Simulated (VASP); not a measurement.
Here is a VASP 6.6.1 calculation.

Contents of INCAR:

```
PREC = Accurate ; ENCUT = 520
EDIFF = 1E-8 ; ISMEAR = -1
SIGMA = 0.01 ; LREAL = Auto
LASPH = T ; NELM = 100
ALGO = Fast ; ISIF = 2
LWAVE = F ; LCHARG = F
GGA = PE ; LEFG = T
NELECT = 288.0 ; NBANDS = 166
```

Contents of KPOINTS:

```
regular mesh
0
Gamma
  3 3 2
```

File POSCAR:

```
Zn15CuO16
1.0
    6.4986160000      0.0000000000      0.0000000000
   -3.2493080000      5.6279665454      0.0000000000
    0.0000000000      0.0000000000     10.4114180000
Cu Zn O
1 15 16
Direct
    0.1666666666      0.3333333334      0.2500000000
    0.1666666666      0.3333333334      0.7500000000
    0.1666666666      0.8333333334      0.2500000000
    0.1666666666      0.8333333334      0.7500000000
    0.6666666666      0.3333333334      0.2500000000
    0.6666666666      0.3333333334      0.7500000000
    0.6666666666      0.8333333334      0.2500000000
    0.6666666666      0.8333333334      0.7500000000
    0.3333333334      0.1666666666      0.0000000000
    0.3333333334      0.1666666666      0.5000000000
    0.3333333334      0.6666666666      0.0000000000
    0.3333333334      0.6666666666      0.5000000000
    0.8333333334      0.1666666666      0.0000000000
    0.8333333334      0.1666666666      0.5000000000
    0.8333333334      0.6666666666      0.0000000000
    0.8333333334      0.6666666666      0.5000000000
    0.3333333334      0.1666666666      0.1895050000
    0.3333333334      0.1666666666      0.6895050000
    0.3333333334      0.6666666666      0.1895050000
    0.3333333334      0.6666666666      0.6895050000
    0.8333333334      0.1666666666      0.1895050000
    0.8333333334      0.1666666666      0.6895050000
    0.8333333334      0.6666666666      0.1895050000
    0.8333333334      0.6666666666      0.6895050000
    0.1666666666      0.3333333334      0.4395050000
    0.1666666666      0.3333333334      0.9395050000
    0.1666666666      0.8333333334      0.4395050000
    0.1666666666      0.8333333334      0.9395050000
    0.6666666666      0.3333333334      0.4395050000
    0.6666666666      0.3333333334      0.9395050000
    0.6666666666      0.8333333334      0.4395050000
    0.6666666666      0.8333333334      0.9395050000
```

Potentials or basis: VASP PAW PBE potentials, release 64 (Cu, Zn, O).

Run with:

```console
$ cat potpaw_PBE.64/Cu/POTCAR potpaw_PBE.64/Zn/POTCAR potpaw_PBE.64/O/POTCAR > POTCAR
$ mpirun -np 1 vasp_std > vasp.out
```

(1) Predict the band gap on the k mesh.

(2) Predict the largest force.

Answers

(1) none (metal or under the smearing width).

(2) 0.974 eV/Å.

Caveat: the k mesh is coarse (spacing up to 0.37 Å⁻¹), so the values aren't converged; the cell carries a net charge on a neutralising background, which shifts energy and pressure; the cell is charged against a uniform background, so pressure and absolute levels hang on convention; the run has no spin polarisation, though such a crystal can be magnetic; semilocal functionals often make such compounds metallic where correlation or magnetic order opens a gap, which also shifts bond lengths.
